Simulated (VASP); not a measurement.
# TaAs in VASP: further runs, part 2 of 2

VASP 6.6.1.

## Step 4: Single point, PBE+U

INCAR reads:

```
SYSTEM = TaAs
PREC = Accurate ; ENCUT = 520
EDIFF = 1E-7 ; ISMEAR = -1
SIGMA = 0.05 ; LREAL = .False.
LASPH = .True. ; NELM = 100
ALGO = Fast ; ISIF = 2
LWAVE = .False. ; LCHARG = .False.
LMAXMIX = 4 ; LDAU = .True.
LDAUTYPE = 2 ; LDAUL = 2 -1
LDAUU = 8 0 ; LDAUJ = 0 0
LDAUPRINT = 1 ; LDIPOL = .True.
IDIPOL = 3 ; DIPOL = 0.5 0.5 0.500
GGA = PE ; NBANDS = 42
```

KPOINTS reads:

```
Automatic mesh
0
Gamma
  6 6 1
  0 0 0
```

POSCAR reads:

```
TaAs
1.0
    3.4436267244      0.0000000000      0.0000000000
    0.0000000000      3.4436267244      0.0000000000
    0.0000000000      0.0000000000     24.7720569659
Ta As
4 4
Direct
    0.5000000000      0.5000000000      0.3027604857
    0.0000000000      0.5000000000      0.4211992077
    0.0000000000      0.0000000000      0.5396379297
    0.5000000000      0.0000000000      0.6580766517
    0.0000000000      0.0000000000      0.3419233483
    0.5000000000      0.0000000000      0.4603620703
    0.5000000000      0.5000000000      0.5788007923
    0.0000000000      0.5000000000      0.6972395143
```

Potentials or basis: VASP PAW PBE potentials, release 64 (Ta_pv, As).

The run is started by

```sh
$ cat potpaw_PBE.64/Ta_pv/POTCAR potpaw_PBE.64/As/POTCAR > POTCAR
$ mpirun -np 1 vasp_std > vasp.out
```

OUTCAR:

```text
SYSTEM = TaAs
   PREC = Accurate
   ENCUT = 520
   EDIFF = 1E-7
   ISMEAR = -1
   LREAL = .False.
   LASPH = .True.
   NELM = 100
   ISIF = 2
   GGA = PE

 ion  position               nearest neighbor table
   1  0.500  0.500  0.303-   5 2.62   5 2.62   5 2.62   5 2.62   2 3.40   2 3.40
   2  0.000  0.500  0.421-   5 2.61   5 2.61   6 2.62   6 2.62   6 2.62   6 2.62   3 3.40   1 3.40
                             3 3.40   1 3.40
   3  0.000  0.000  0.540-   6 2.61   6 2.61   7 2.62   7 2.62   7 2.62   7 2.62   4 3.40   4 3.40
                             2 3.40   2 3.40
   4  0.500  0.000  0.658-   7 2.61   7 2.61   8 2.62   8 2.62   8 2.62   8 2.62   3 3.40   3 3.40

   5  0.000  0.000  0.342-   2 2.61   2 2.61   1 2.62   1 2.62   1 2.62   1 2.62
   6  0.500  0.000  0.460-   3 2.61   3 2.61   2 2.62   2 2.62   2 2.62   2 2.62
   7  0.500  0.500  0.579-   4 2.61   4 2.61   3 2.62   3 2.62   3 2.62   3 2.62
   8  0.000  0.500  0.697-   4 2.62   4 2.62   4 2.62   4 2.62

  LATTYP: Found a simple tetragonal cell.
 ALAT       =     3.4436267244
 C/A-ratio  =     7.1935952844

  Lattice vectors:

 A1 = (   3.4436267244,   0.0000000000,   0.0000000000)
[... 334 lines left out ...]
      4     -35.8526      2.00000
      5     -35.7194      2.00000
      6     -35.6923      2.00000
[... 709 lines left out ...]
     41       4.9338      0.00000
     42       4.9953      0.00000

------------------------ aborting loop because EDIFF is reached ----------------------------------------

 vacuum level on the upper side and lower side of the slab       (xc-potential included)         0.016        -0.269

  FORCE on cell =-STRESS in cart. coord.  units (eV):
  Direction    XX          YY          ZZ          XY          YZ          ZX
  --------------------------------------------------------------------------------------
  -------------------------------------------------------------------------------------
  Total        9.5894334     11.9393218     10.4431821      0.0000000      0.0000000      0.0000000
  in kB       52.3009189     65.1172469     56.9572777      0.0000000      0.0000000      0.0000000
  external PRESSURE =      58.1251478 kB  Pullay stress =       0.0000000 kB

 VOLUME and BASIS-vectors are now :
 -----------------------------------------------------------------------------
  energy-cutoff  :      520.00
  volume of cell :      293.76
      direct lattice vectors                 reciprocal lattice vectors
     3.443626724  0.000000000  0.000000000     0.290391520  0.000000000  0.000000000
     0.000000000  3.443626724  0.000000000     0.000000000  0.290391520  0.000000000
     0.000000000  0.000000000 24.772056966     0.000000000  0.000000000  0.040368065

 POSITION                                       TOTAL-FORCE (eV/Angst)
 -----------------------------------------------------------------------------------
      1.72181      1.72181      7.50000         0.000000      0.000000     -0.180966
      0.00000      1.72181     10.43397         0.000000      0.000000     -0.101168
      0.00000      0.00000     13.36794         0.000000      0.000000     -0.319984
      1.72181      0.00000     16.30191         0.000000      0.000000     -0.193158
      0.00000      0.00000      8.47014         0.000000      0.000000     -0.827919
      1.72181      0.00000     11.40412         0.000000      0.000000      0.088593
      1.72181      1.72181     14.33809         0.000000      0.000000      0.029797
      0.00000      1.72181     17.27206         0.000000      0.000000      1.504806
 -----------------------------------------------------------------------------------
    total drift:                               -0.000000     -0.000000     -0.000034

  FREE ENERGIE OF THE ION-ELECTRON SYSTEM (eV)
  ---------------------------------------------------
  free  energy   TOTEN  =       -39.4007140715 eV

  energy  without entropy=      -39.3672774501  energy(sigma->0) =      -39.38399576

 vacuum level on the upper side and lower side of the slab         6.076         5.791
```

OSZICAR:

```text
N       E                     dE             d eps       ncg     rms          rms(c)
DAV:   1     0.496135605961E+03    0.49614E+03   -0.32317E+04  1640   0.131E+03
DAV:   2    -0.177206141038E+02   -0.51386E+03   -0.50024E+03  1630   0.317E+02
DAV:   3    -0.464150029576E+02   -0.28694E+02   -0.27940E+02  1696   0.674E+01
DAV:   4    -0.474915157145E+02   -0.10765E+01   -0.10659E+01  1792   0.124E+01
[... 23 lines left out ...]
RMM:  28    -0.394007131815E+02   -0.96813E-06   -0.23250E-07  1206   0.115E-03    0.254E-04
RMM:  29    -0.394007135973E+02   -0.41582E-06   -0.58823E-08   977   0.661E-04    0.167E-04
RMM:  30    -0.394007138679E+02   -0.27058E-06   -0.37803E-08   903   0.555E-04    0.159E-04
RMM:  31    -0.394007140227E+02   -0.15485E-06   -0.19116E-08   759   0.408E-04    0.913E-05
RMM:  32    -0.394007140715E+02   -0.48741E-07   -0.11636E-08   700   0.376E-04
   1 F= -.39400714E+02 E0= -.39383996E+02  d E =-.334366E-01
```

Run time: 6.6 min. Hardware: 1 thread of Intel Xeon Platinum 8559C (Emerald Rapids), shared host; peak memory 0.46 GiB.

Results:

| Quantity | Value |
| --- | --- |
| Free energy | -39.4007 eV |
| Largest force | 1.505 eV/Å |
| Band gap on the k mesh | none (metal or under the smearing width) |

Forces on the atoms (eV/Å):
```
Ta   0.000  0.000 -0.181
Ta   0.000  0.000 -0.101
Ta   0.000  0.000 -0.320
Ta   0.000  0.000 -0.193
As   0.000  0.000 -0.828
As   0.000  0.000  0.089
As   0.000  0.000  0.030
As   0.000  0.000  1.505
```

Eigenvalues of the final occupation matrices:
```csv
site,spin,trace,eigenvalues
site 1 d,1,0.98,0.12 0.17 0.20 0.23 0.25
site 1 d,2,0.98,0.12 0.17 0.20 0.23 0.25
site 2 d,1,1.04,0.19 0.20 0.21 0.21 0.22
site 2 d,2,1.04,0.19 0.20 0.21 0.21 0.22
site 3 d,1,1.04,0.19 0.20 0.22 0.22 0.22
site 3 d,2,1.04,0.19 0.20 0.22 0.22 0.22
site 4 d,1,1.01,0.15 0.17 0.22 0.22 0.25
site 4 d,2,1.01,0.15 0.17 0.22 0.22 0.25
```

Caveat: U without spin polarisation on a metal has little footing; the U is typed as a test and isn't derived for this compound. Spin-orbit coupling is left out, which matters for the levels of Ta.

## Step 5: Summary

```csv
U,gap on the mesh (eV),largest force (eV/Å)
Ta d U = 5 eV,none,1.10
Ta d U = 6 eV,none,1.23
Ta d U = 8 eV,none,1.50
```

Alike in all rows: task single point; level PBE+U; potentials or basis VASP PAW PBE potentials, release 64 (Ta_pv, As); no spin polarisation; cell as given; k mesh 6 × 6 × 1; cutoff (eV) 520; smearing fermi-dirac 0.05 eV.

Every run on the cell as given and a fine mesh finds a metal.

Caveats: U without spin polarisation on a metal has little footing; the U is typed as a test and isn't derived for this compound.

Absolute energies hang on the potentials; compare differences alone.
